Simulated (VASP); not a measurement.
# Driving VASP from ASE on LaAsRuO, part 2 of 3

Do ASE scripts that read LaAsRuO from different structure formats give one answer, and do several routes find one equilibrium volume? All runs use PBE. Left out of this account: 1 further run (fields: a reference on another mesh). The start is a computed cell from the Materials Project.

VASP 6.6.1; PBE, no spin polarisation; plane waves and PAW (La, As, Ru_pv, O).

Still holding for the runs below: This run has no spin polarisation, although Ru can carry a moment.

So far. Step 2 (Total energy, forces and stress (PBE, through ASE)): The pressure is 0.18 GPa and the largest force 0.142 eV/Å, so the cell is not at a minimum at these settings.

## Step 3: Total energy, forces and stress (PBE, through ASE), try 2

The single point through ASE, with the structure read from a CIF with its space group. The mesh changes to 6×6×3, so this is no clean test of the format.

File run.py:

```python
import numpy as np
from ase.calculators.vasp import Vasp
from ase.io import read
from ase.dft.bandgap import bandgap

atoms = read('LaAsRuO.cif')

calc = Vasp(
    xc='pbe',
    pp='PBE',
    prec='Accurate',
    encut=520,
    ediff=1e-06,
    nelm=100,
    ismear=-1,
    sigma=0.05,
    lreal=False,
    algo='Normal',
    nbands=44,
    lasph=True,
    lorbit=11,
    lwave=False,
    lcharg=False,
    kpar=8,
    isif=2,
    pp_version='64',
    setups={'La': '', 'As': '', 'Ru': '_pv', 'O': ''},
    kpts=(6, 6, 3),
    gamma=True,
    txt='vasp.out',
)
atoms.calc = calc

print("energy (eV):", round(atoms.get_potential_energy(), 6))
print("Fermi level (eV):", round(calc.get_fermi_level(), 4))
print("forces (eV/A):")
print(np.round(atoms.get_forces(), 4))
print("stress (GPa, Voigt, tension positive):", np.round(atoms.get_stress() * 160.21766, 3))
gap, p1, p2 = bandgap(calc, direct=False)
print("gap on the mesh (eV):", round(gap, 4))
```

File LaAsRuO.cif:

```cif
data_LaAsRuO
_cell_length_a 4.18757200
_cell_length_b 4.18757200
_cell_length_c 9.11585400
_cell_angle_alpha 90.00000000
_cell_angle_beta 90.00000000
_cell_angle_gamma 90.00000000
_space_group_name_H-M_alt 'P4/nmm'
_space_group_name_Hall 'P 4ab 2ab -1ab'
_space_group_IT_number 129
loop_
_space_group_symop_operation_xyz
'x,y,z'
'-y+1/2,x+1/2,z'
'-x,-y,z'
'y+1/2,-x+1/2,z'
'x+1/2,-y+1/2,-z'
'-y,-x,-z'
'-x+1/2,y+1/2,-z'
'y,x,-z'
'-x+1/2,-y+1/2,-z'
'y,-x,-z'
'x+1/2,y+1/2,-z'
'-y,x,-z'
'-x,y,z'
'y+1/2,x+1/2,z'
'x,-y,z'
'-y+1/2,-x+1/2,z'
loop_
_atom_site_label
_atom_site_type_symbol
_atom_site_symmetry_multiplicity
_atom_site_Wyckoff_symbol
_atom_site_fract_x
_atom_site_fract_y
_atom_site_fract_z
_atom_site_occupancy
La1 La 2 c 0.0000000000 0.5000000000 0.7898370000 1
As1 As 2 c 0.0000000000 0.5000000000 0.4451850000 1
Ru1 Ru 2 a 0.0000000000 0.0000000000 0.0000000000 1
O1 O 2 b 0.0000000000 0.0000000000 0.5000000000 1
```

PAW data sets: La, As, Ru_pv and O (PBE family, release 64).

Started as:

```
export ASE_VASP_COMMAND="mpirun -np 8 vasp_std"
python run.py
```

What it wrote:

```text
energy (eV): -48.814341
Fermi level (eV): 7.3241
forces (eV/A):
[[-0.     -0.      0.1356]
 [ 0.      0.     -0.1356]
 [ 0.     -0.     -0.239 ]
 [ 0.     -0.      0.239 ]
 [ 0.     -0.      0.    ]
 [-0.      0.      0.    ]
 [ 0.     -0.      0.    ]
 [ 0.      0.      0.    ]]
stress (GPa, Voigt, tension positive): [-0.102 -0.102  0.067 -0.    -0.    -0.   ]
gap on the mesh (eV): 0.0
```

It took 23 s on 8 MPI ranks of Intel Xeon 6975P-C (Granite Rapids), shared host; peak memory 2.9 GiB; 2.8 min of CPU time.

The INCAR that ASE wrote:

```
ENCUT = 520.000000
SIGMA = 0.050000
EDIFF = 1.00e-06
ALGO = Normal
GGA = PE
PREC = Accurate
ISIF = 2
ISMEAR = -1
KPAR = 8
LORBIT = 11
NBANDS = 44
NELM = 100
LASPH = .TRUE.
LCHARG = .FALSE.
LWAVE = .FALSE.
LREAL = .FALSE.
```

The KPOINTS that ASE wrote:

```
KPOINTS created by Atomic Simulation Environment
0
Gamma
6 6 3
0 0 0
```

vasp.out:

```text
[banner, memory and clock lines left out]
running    8 mpi-ranks, on    1 nodes
 distrk:  each k-point on    1 cores,    8 groups
 distr:  one band on    1 cores,    1 groups

 POSCAR found type information on POSCAR LaAsRuO
 POSCAR found :  4 types and       8 ions
 [... a notice as in an earlier step ...]

 LDA part: xc-table for (Slater+PW92), standard interpolation
 POSCAR, INCAR and KPOINTS ok, starting setup
 FFT: planning ... GRIDC
 FFT: planning ... GRID_SOFT
 FFT: planning ... GRID
 WAVECAR not read
 entering main loop
       N       E                     dE             d eps       ncg     rms          rms(c)
DAV:   1     0.978268513781E+03    0.97827E+03   -0.30933E+04  1904   0.230E+03
DAV:   2     0.151443481232E+03   -0.82683E+03   -0.80190E+03  2076   0.493E+02
DAV:   3    -0.130267608061E+02   -0.16447E+03   -0.15903E+03  2640   0.235E+02
DAV:   4    -0.486733698719E+02   -0.35647E+02   -0.34051E+02  3244   0.739E+01
DAV:   5    -0.532247388539E+02   -0.45514E+01   -0.44659E+01  3360   0.276E+01    0.131E+01
DAV:   6    -0.508637517666E+02    0.23610E+01   -0.83585E+01  2648   0.209E+01    0.126E+01
DAV:   7    -0.496175352851E+02    0.12462E+01   -0.30903E+01  3024   0.262E+01    0.744E+00
DAV:   8    -0.488628659099E+02    0.75467E+00   -0.73623E+00  3264   0.115E+01    0.302E+00
DAV:   9    -0.488571018547E+02    0.57641E-02   -0.89653E-01  3096   0.432E+00    0.120E+00
DAV:  10    -0.488382000110E+02    0.18902E-01   -0.15998E-01  3112   0.243E+00    0.444E-01
DAV:  11    -0.488375616173E+02    0.63839E-03   -0.33559E-02  3088   0.754E-01    0.263E-01
DAV:  12    -0.488379668031E+02   -0.40519E-03   -0.45364E-03  3216   0.424E-01    0.637E-02
DAV:  13    -0.488380306288E+02   -0.63826E-04   -0.54255E-04  3168   0.113E-01    0.352E-02
DAV:  14    -0.488380434857E+02   -0.12857E-04   -0.85413E-05  3112   0.564E-02    0.122E-02
DAV:  15    -0.488380436611E+02   -0.17542E-06   -0.27166E-05  3352   0.249E-02    0.427E-03
DAV:  16    -0.488380433911E+02    0.27000E-06   -0.21936E-06  1712   0.987E-03
   1 F= -.48838043E+02 E0= -.48814341E+02  d E =-.474044E-01
```

Parts of OUTCAR (step 3):

```text
 Found     20 irreducible k-points:

   k-points           NKPTS =     20   k-points in BZ     NKDIM =     20   number of bands    NBANDS=     44

   NELECT =      72.0000    total number of electrons

 E-fermi :   7.3241

 k-point     1 :       0.0000    0.0000    0.0000
  band No.  band energies     occupation
    ...
     31       5.5712      2.00000
     32       6.5717      2.00000
     33       6.8396      1.99988
     34       7.0508      1.99158
     35       7.0508      1.99158
     36       7.7591      0.00033
     37       8.7195      0.00000
     38       8.9040      0.00000
     39       9.3062      0.00000
     40       9.5568      0.00000
    ...

 k-point     2 :       0.1667    0.0000    0.0000
  band No.  band energies     occupation
    ...
     31       5.7311      2.00000
     32       6.4641      2.00000
     33       6.6276      2.00000
     34       6.8827      1.99971
     35       7.3356      0.88515
     36       7.6905      0.00131
     37       8.2403      0.00000
     38       8.4976      0.00000
     39       8.7264      0.00000
     40       9.1651      0.00000
    ...

  Total        0.1014166      0.1014166     -0.0664126      0.0000000      0.0000000      0.0000000
  in kB        1.0164772      1.0164772     -0.6656393      0.0000000      0.0000000      0.0000000
  external PRESSURE =       0.4557717 kB  Pullay stress =       0.0000000 kB

 POSITION                                       TOTAL-FORCE (eV/Angst)
 -----------------------------------------------------------------------------------
      0.00000      2.09379      7.20004        -0.000000     -0.000000      0.135640
      2.09379      0.00000      1.91582         0.000000      0.000000     -0.135640
      0.00000      2.09379      4.05824         0.000000     -0.000000     -0.239020
      2.09379      0.00000      5.05761         0.000000     -0.000000      0.239020
      0.00000      0.00000      0.00000         0.000000     -0.000000      0.000000
      2.09379      2.09379      0.00000        -0.000000      0.000000      0.000000
      0.00000      0.00000      4.55793         0.000000     -0.000000      0.000000
      2.09379      2.09379      4.55793         0.000000      0.000000      0.000000
 -----------------------------------------------------------------------------------
    total drift:                                0.000000     -0.000000     -0.000000

  FREE ENERGIE OF THE ION-ELECTRON SYSTEM (eV)
  ---------------------------------------------------
  free  energy   TOTEN  =       -48.8380433911 eV

  energy  without entropy=      -48.7906390043  energy(sigma->0) =      -48.81434120

 total charge
# of ion       s       p       d       f       tot
--------------------------------------------------
    1        2.037   5.566   0.903   0.249   8.755
    2        2.037   5.566   0.903   0.249   8.755
    3        1.358   1.179   0.083   0.000   2.620
    4        1.358   1.179   0.083   0.000   2.620
    5        0.369   6.066   6.238   0.000  12.673
    6        0.369   6.066   6.238   0.000  12.673
    7        1.615   3.311   0.000   0.000   4.926
    8        1.615   3.311   0.000   0.000   4.926
--------------------------------------------------
tot         10.758  32.244  14.449   0.498  57.949

[... 7 parts as in an earlier step ...]

[... 6 further parts left out ...]
```

The k-mesh is coarse for a metal.

This step gave:

```yaml
irreducible_k_points: 20
free_energy_toten: -48.84 eV
energy_at_zero_smearing: -48.81 eV
fermi_energy: 7.324 eV
pressure: 0.04558 GPa
```

Force by atom:

```csv
atom,x (eV/Å),y (eV/Å),z (eV/Å),size
La1,0.000,0.000,0.136,0.136
La2,0.000,0.000,-0.136,0.136
As3,0.000,0.000,-0.239,0.239
As4,0.000,0.000,0.239,0.239
Ru5,0.000,0.000,0.000,0.000
Ru6,0.000,0.000,0.000,0.000
O7,0.000,0.000,0.000,0.000
O8,0.000,0.000,0.000,0.000
```

The energy lies -2.28 meV an atom from the first script, on another mesh.

## Step 4: Relaxing cell and atoms (PBE, through ASE)

The start need not lie at this functional's minimum. ISIF = 3 frees volume, shape and positions, and EDIFFG sets the threshold on forces and stress at which the search stops.

Edit run.py of step 3 so:

```diff
@@ -3,3 +3,2 @@
 from ase.io import read
-from ase.dft.bandgap import bandgap
 
@@ -24,6 +23,9 @@
     kpar=8,
-    isif=2,
+    ibrion=2,
+    nsw=60,
+    isif=3,
+    ediffg=-0.01,
     pp_version='64',
     setups={'La': '', 'As': '', 'Ru': '_pv', 'O': ''},
-    kpts=(6, 6, 3),
+    kpts=(7, 7, 4),
     gamma=True,
@@ -38,3 +40,5 @@
 print("stress (GPa, Voigt, tension positive):", np.round(atoms.get_stress() * 160.21766, 3))
-gap, p1, p2 = bandgap(calc, direct=False)
-print("gap on the mesh (eV):", round(gap, 4))
+print("cell (A, degrees):", np.round(atoms.cell.cellpar(), 4))
+print("volume (A^3):", round(atoms.get_volume(), 4))
+print("positions:")
+print(np.round(atoms.get_scaled_positions(), 5))
```

File LaAsRuO.cif:

```cif
data_LaAsRuO
_cell_length_a 4.18757200
_cell_length_b 4.18757200
_cell_length_c 9.11585400
_cell_angle_alpha 90.00000000
_cell_angle_beta 90.00000000
_cell_angle_gamma 90.00000000
_space_group_name_H-M_alt 'P1'
_space_group_name_Hall 'P 1'
_space_group_IT_number 1
loop_
_space_group_symop_operation_xyz
'x,y,z'
loop_
_atom_site_label
_atom_site_type_symbol
_atom_site_symmetry_multiplicity
_atom_site_Wyckoff_symbol
_atom_site_fract_x
_atom_site_fract_y
_atom_site_fract_z
_atom_site_occupancy
La1 La 1 a 0.0000000000 0.5000000000 0.7898370000 1
La2 La 1 a 0.5000000000 0.0000000000 0.2101630000 1
As1 As 1 a 0.0000000000 0.5000000000 0.4451850000 1
As2 As 1 a 0.5000000000 0.0000000000 0.5548150000 1
Ru1 Ru 1 a 0.0000000000 0.0000000000 0.0000000000 1
Ru2 Ru 1 a 0.5000000000 0.5000000000 0.0000000000 1
O1 O 1 a 0.0000000000 0.0000000000 0.5000000000 1
O2 O 1 a 0.5000000000 0.5000000000 0.5000000000 1
```

What it wrote:

```text
energy (eV): -48.800075
Fermi level (eV): 7.3648
forces (eV/A):
[[ 0.     -0.     -0.0009]
 [-0.      0.      0.0009]
 [ 0.     -0.     -0.0075]
 [ 0.      0.      0.0075]
 [ 0.     -0.      0.    ]
 [ 0.      0.      0.    ]
 [ 0.     -0.      0.    ]
 [ 0.      0.      0.    ]]
stress (GPa, Voigt, tension positive): [ 0.006  0.006  0.048  0.    -0.    -0.   ]
cell (A, degrees): [ 4.1858  4.1858  9.0819 90.     90.     90.    ]
volume (A^3): 159.1247
positions:
[[0.      0.5     0.78956]
 [0.5     0.      0.21044]
 [0.      0.5     0.44107]
 [0.5     0.      0.55893]
 [0.      0.      0.     ]
 [0.5     0.5     0.     ]
 [0.      0.      0.5    ]
 [0.5     0.5     0.5    ]]
```

The job ended after 2.5 min (8 MPI ranks; peak memory 3.7 GiB).

The INCAR that ASE wrote:

```
ENCUT = 520.000000
SIGMA = 0.050000
EDIFF = 1.00e-06
EDIFFG = -1.00e-02
ALGO = Normal
GGA = PE
PREC = Accurate
IBRION = 2
ISIF = 3
ISMEAR = -1
KPAR = 8
LORBIT = 11
NBANDS = 44
NELM = 100
NSW = 60
LASPH = .TRUE.
LCHARG = .FALSE.
LWAVE = .FALSE.
LREAL = .FALSE.
```

The KPOINTS that ASE wrote:

```
KPOINTS created by Atomic Simulation Environment
0
Gamma
7 7 4
0 0 0
```

vasp.out:

```text
[... set-up lines as in an earlier step ...]
 entering main loop
       N       E                     dE             d eps       ncg     rms          rms(c)
[... 16 cycles as in an earlier step ...]
   1 F= -.48828464E+02 E0= -.48796094E+02  d E =-.488285E+02
 curvature:   0.00 expect dE= 0.000E+00 dE for cont linesearch  0.000E+00
 trial: gam= 0.00000 g(F)=  0.197E-02 g(S)=  0.852E-03 ort = 0.000E+00 (trialstep = 0.100E+01)
 search vector abs. value=  0.283E-02
 bond charge predicted
       N       E                     dE             d eps       ncg     rms          rms(c)
DAV:   1    -0.488426573983E+02   -0.14193E-01   -0.29546E-01  3752   0.378E+00    0.933E-01
DAV:   2    -0.488708489009E+02   -0.28192E-01   -0.42677E-01  4352   0.239E+00    0.151E+00
DAV:   3    -0.488299253344E+02    0.40924E-01   -0.19213E-01  4376   0.167E+00    0.134E-01
DAV:   4    -0.488301260790E+02   -0.20074E-03   -0.84417E-03  4520   0.522E-01    0.757E-02
DAV:   5    -0.488300748883E+02    0.51191E-04   -0.76269E-04  4756   0.148E-01    0.440E-02
DAV:   6    -0.488300789898E+02   -0.41014E-05   -0.70025E-05  4736   0.475E-02    0.233E-02
DAV:   7    -0.488300763003E+02    0.26895E-05   -0.20437E-05  4472   0.225E-02    0.872E-03
DAV:   8    -0.488300754665E+02    0.83374E-06   -0.77419E-06  3216   0.140E-02
   2 F= -.48830075E+02 E0= -.48797131E+02  d E =-.161145E-02
[... from here on, the cycles between the ionic steps are left out ...]
   3 F= -.48830111E+02 E0= -.48797007E+02  d E =-.164717E-02
   4 F= -.48831408E+02 E0= -.48798032E+02  d E =-.129651E-02
   5 F= -.48833461E+02 E0= -.48799546E+02  d E =-.334934E-02
   6 F= -.48833554E+02 E0= -.48799550E+02  d E =-.344261E-02
   7 F= -.48833703E+02 E0= -.48799839E+02  d E =-.149226E-03
   8 F= -.48833703E+02 E0= -.48799840E+02  d E =-.149422E-03
   9 F= -.48833824E+02 E0= -.48799978E+02  d E =-.120308E-03
  10 F= -.48833860E+02 E0= -.48800025E+02  d E =-.156986E-03
 curvature:  -1.27 expect dE=-0.336E-04 dE for cont linesearch -0.164E-04
 ZBRENT: increasing intervall
 opt :   2.6800  next Energy=   -48.833893 (dE=-0.189E-03)
 bond charge predicted
       N       E                     dE             d eps       ncg     rms          rms(c)
DAV:   1    -0.488339101374E+02   -0.49426E-04   -0.28471E-02  3744   0.991E-01    0.112E-01
DAV:   2    -0.488340431452E+02   -0.13301E-03   -0.36097E-03  4360   0.352E-01    0.101E-01
DAV:   3    -0.488339192062E+02    0.12394E-03   -0.14262E-03  4580   0.179E-01    0.539E-02
DAV:   4    -0.488338863765E+02    0.32830E-04   -0.14321E-04  4640   0.635E-02    0.191E-02
DAV:   5    -0.488338852272E+02    0.11493E-05   -0.27425E-05  4352   0.288E-02    0.860E-03
DAV:   6    -0.488338845022E+02    0.72496E-06   -0.34904E-06  2568   0.125E-02
  11 F= -.48833885E+02 E0= -.48800075E+02  d E =-.181282E-03
 curvature:  -2.49 expect dE=-0.481E-04 dE for cont linesearch -0.233E-05
 trial: gam= 0.22146 g(F)=  0.546E-05 g(S)=  0.138E-04 ort =-0.142E-04 (trialstep = 0.139E+01)
 search vector abs. value=  0.236E-04
 reached required accuracy - stopping structural energy minimisation
```

From OUTCAR (step 4):

```text
 Found     30 irreducible k-points:

   NELECT =      72.0000    total number of electrons

 E-fermi :   7.3648

 k-point     1 :       0.0000    0.0000    0.0000
  band No.  band energies     occupation
    ...
     31       5.6042      2.00000
     32       6.5404      2.00000
     33       6.8935      1.99984
     34       7.0809      1.99317
     35       7.0809      1.99317
     36       7.7841      0.00046
     37       8.7605      0.00000
     38       9.0107      0.00000
     39       9.3294      0.00000
     40       9.4741      0.00000
    ...

 k-point     2 :       0.1429    0.0000    0.0000
  band No.  band energies     occupation
    ...
     31       5.7220      2.00000
     32       6.4662      2.00000
     33       6.7197      2.00000
     34       6.9548      1.99945
     35       7.2980      1.58335
     36       7.7373      0.00116
     37       8.4514      0.00000
     38       8.6724      0.00000
     39       8.7608      0.00000
     40       9.3312      0.00000
    ...

  Total       -0.0057133     -0.0057133     -0.0472005      0.0000000      0.0000000      0.0000000
  in kB       -0.0575251     -0.0575251     -0.4752475      0.0000000      0.0000000      0.0000000
  external PRESSURE =      -0.1967659 kB  Pullay stress =       0.0000000 kB

  energy-cutoff  :      520.00
  volume of cell :      159.12
      direct lattice vectors                 reciprocal lattice vectors
     4.185815486  0.000000000  0.000000000     0.238902074  0.000000000  0.000000000
     0.000000000  4.185815486  0.000000000     0.000000000  0.238902074 -0.000000000
     0.000000000  0.000000000  9.081916015    -0.000000000 -0.000000000  0.110108924

 POSITION                                       TOTAL-FORCE (eV/Angst)
 -----------------------------------------------------------------------------------
      0.00000      2.09291      7.17076         0.000000     -0.000000     -0.000927
      2.09291      0.00000      1.91116        -0.000000      0.000000      0.000927
      0.00000      2.09291      4.00572         0.000000     -0.000000     -0.007468
      2.09291      0.00000      5.07620         0.000000      0.000000      0.007468
      4.18582      0.00000      0.00000         0.000000     -0.000000      0.000000
      2.09291      2.09291      0.00000         0.000000      0.000000      0.000000
      0.00000      0.00000      4.54096         0.000000     -0.000000      0.000000
      2.09291      2.09291      4.54096         0.000000      0.000000      0.000000
 -----------------------------------------------------------------------------------
    total drift:                                0.000000     -0.000000     -0.000000

  FREE ENERGIE OF THE ION-ELECTRON SYSTEM (eV)
  ---------------------------------------------------
  free  energy   TOTEN  =       -48.8338845022 eV

  energy  without entropy=      -48.7662660564  energy(sigma->0) =      -48.80007528

 reached required accuracy - stopping structural energy minimisation

 total charge
# of ion       s       p       d       f       tot
--------------------------------------------------
    1        2.038   5.566   0.905   0.249   8.758
    2        2.038   5.566   0.905   0.249   8.758
    3        1.359   1.176   0.080   0.000   2.616
    4        1.359   1.176   0.080   0.000   2.616
    5        0.373   6.067   6.233   0.000  12.674
    6        0.373   6.067   6.233   0.000  12.674
    7        1.614   3.305   0.000   0.000   4.919
    8        1.614   3.305   0.000   0.000   4.919
--------------------------------------------------
tot         10.770  32.230  14.437   0.498  57.935

[... 8 parts as in an earlier step ...]

[... 5 further parts left out ...]
```

CONTCAR:

```
La As Ru O
   1.00000000000000
     4.1858154860092434    0.0000000000000000    0.0000000000000000
     0.0000000000000000    4.1858154860092434    0.0000000000000000
     0.0000000000000000    0.0000000000000000    9.0819160146627009
  La              As              Ru              O
     2     2     2     2
Direct
     0.0000000000000000    0.5000000000000000    0.7895646260493884
     0.5000000000000000    0.0000000000000000    0.2104353739506117
     0.0000000000000000    0.5000000000000000    0.4410650273772881
     0.5000000000000000    0.0000000000000000    0.5589349726227119
     1.0000000000000000    0.0000000000000000    0.0000000000000000
     0.5000000000000000    0.5000000000000000    0.0000000000000000
     0.0000000000000000    0.0000000000000000    0.5000000000000000
     0.5000000000000000    0.5000000000000000    0.5000000000000000
```

The run keeps the 16 symmetry operations of its start, so it cannot find a distortion of lower symmetry.

Step by step:

| step | energy less that of the first step (eV) | largest force (eV/Å) | pressure (GPa) | volume (Å³) |
| --- | --- | --- | --- | --- |
| 1 | 0.0000 | 0.1422 | 0.18 | 159.85 |
| 2 | -0.0016 | 0.0869 | -0.21 | 160.39 |
| 3 | -0.0016 | 0.0715 | -0.34 | 160.54 |
| 4 | -0.0029 | 0.0552 | -0.29 | 160.26 |
| 5 | -0.0050 | 0.0243 | -0.13 | 159.43 |
| 6 | -0.0051 | 0.0332 | -0.09 | 159.20 |
| 7 | -0.0052 | 0.0281 | 0.06 | 158.97 |
| 8 | -0.0052 | 0.0244 | 0.06 | 158.97 |
| 9 | -0.0054 | 0.0162 | 0.03 | 159.03 |
| 10 | -0.0054 | 0.0128 | 0.01 | 159.06 |
| 11 | -0.0054 | 0.0075 | -0.02 | 159.12 |

```
conventional cell, symmetrised  before  after  change
                         a (Å)   4.188  4.186  -0.0 %
                         b (Å)   4.188  4.186  -0.0 %
                         c (Å)   9.116  9.082  -0.4 %
              volume (Å³/atom)   19.98  19.89  -0.5 %
```

The atoms that moved most (Å, as changes of fractional coordinates times the final cell):

| atom | dx | dy | dz | length |
| --- | --- | --- | --- | --- |
| As4 | 0.000 | 0.000 | 0.037 | 0.037 |
| As3 | 0.000 | 0.000 | -0.037 | 0.037 |

Final coordinates:

```xyz
8
Lattice="4.1858 0.0000 0.0000 0.0000 4.1858 0.0000 0.0000 0.0000 9.0819" Properties=species:S:1:pos:R:3 pbc="T T T"
La    0.0000    2.0929    7.1708
La    2.0929    0.0000    1.9112
As    0.0000    2.0929    4.0057
As    2.0929    0.0000    5.0762
Ru    0.0000    0.0000    0.0000
Ru    2.0929    2.0929    0.0000
O     0.0000    0.0000    4.5410
O     2.0929    2.0929    4.5410
```

Numbers from this step:

```yaml
irreducible_k_points: 30
free_energy_toten: -48.83 eV
energy_at_zero_smearing: -48.80 eV
fermi_energy: 7.365 eV
pressure: -0.01968 GPa
scf_cycles_over_all_ionic_steps: 87
```

It ends with a largest force of 0.007 eV/Å and a pressure of -0.02 GPa.

[end of part 2 of 3]

[Lines on the potential files, build, host, timing and source positions are cut from VASP's logs without a mark.]

[Logs are printed without paths, hosts, clocks, repeated set-up lines and the standing remarks that a program may print on its own settings, such as how far it seeks lower states.]

[Hosts, paths, dates, database ids (printed as entryN), source tags and the programs' standing remarks are cut or masked in the printed files.]

[A measured line is paired with the nearest computed mode of its activity, which favours agreement.]
